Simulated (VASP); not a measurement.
Input:

```
CELL_PARAMETERS angstrom
      0.00000     2.53204     2.53204
      2.53204     0.00000     2.53204
      2.53204     2.53204     0.00000
ATOMIC_POSITIONS crystal
  Hf 0.00000 0.00000 0.00000
  O  0.25000 0.25000 0.25000
  O  0.75000 0.75000 0.75000
```

Computed with optB88-vdW, VASP's PBE PAW potentials (set 64) (plane waves; VASP 6.6.1). Numerical set-up: 520 eV cut-off, Gaussian smearing of 0.050 eV, potentials Hf_pv O.

Unless said otherwise, spin-orbit coupling is left out, though it shifts the bands of the heavy elements here.

What does the run give for the band gap (along the path) with the smallest direct gap where there is one?

The band gap (along the path) comes out as 3.81 eV and the smallest direct gap (along the path) is 3.81 eV.

The absolute energy has meaning only against runs of the same code, potentials and settings.

The compound is HfO2 in the fluorite structure, the high-temperature cubic form, which is unstable at 0 K; the monoclinic form is the stable one. It was relaxed first.
